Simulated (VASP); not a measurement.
A run of VASP 6.6.1 is set up as follows.

Contents of INCAR:

```
SYSTEM = Ba4Si
PREC = Accurate ; ENCUT = 600
EDIFF = 1E-6 ; ISMEAR = -1
SIGMA = 0.05 ; LREAL = .FALSE.
LASPH = .TRUE. ; NELM = 100
ALGO = Normal ; ISIF = 3
LWAVE = .FALSE. ; LCHARG = .FALSE.
GGA = PE ; IVDW = 21
IBRION = 2 ; NSW = 60
EDIFFG = -0.02
```

File KPOINTS:

```
regular mesh
0
G
  4 4 4
  0 0 0
```

Contents of POSCAR:

```
Ba4Si
1.0
   -3.9635100000      3.9635100000      3.9635100000
    3.9635100000     -3.9635100000      3.9635100000
    3.9635100000      3.9635100000     -3.9635100000
Ba Si
4 1
Direct
    0.5000000000      0.5000000000      0.5000000000
    0.5000000000      0.0000000000      0.0000000000
    0.0000000000      0.0000000000      0.5000000000
    0.0000000000      0.5000000000      0.0000000000
    0.0000000000      0.0000000000      0.0000000000
```

Potentials or basis: VASP PAW PBE potentials, release 64 (Ba_sv, Si).

Command:

```console
$ cat potpaw_PBE.64/Ba_sv/POTCAR potpaw_PBE.64/Si/POTCAR > POTCAR
$ mpirun -np 1 vasp_std > vasp.out
```

Question: What does it give for the relaxed volume?

Answer: 46.24 Å³/atom.

Question: Predict the Hirshfeld charges.

Answer: Ba +0.08; Si -0.32 e.

The path:
| step | energy change (eV) | largest force (eV/Å) | pressure (GPa) | volume (Å³) |
| --- | --- | --- | --- | --- |
| 1 | 0.0000 | 0.0000 | -2.65 | 249.06 |
| 2 | -0.1644 | 0.0000 | -0.73 | 220.48 |
| 3 | 2.7119 | 0.0000 | 1.71 | 211.73 |
| 4 | 2.6336 | 0.0000 | 1.11 | 217.76 |
| 5 | 2.6165 | 0.0000 | 0.95 | 219.39 |
| 6 | 2.5531 | 0.0000 | 0.25 | 227.83 |
| 7 | 2.5508 | 0.0000 | 0.22 | 228.31 |
| 8 | 2.5462 | 0.0000 | 0.14 | 229.26 |
| 9 | 2.5387 | 0.0000 | 0.00 | 231.18 |

Caveat: pairwise dispersion overbinds metals, which lowers pressure and volume. Spin-orbit coupling is left out, which matters for the levels of Ba.
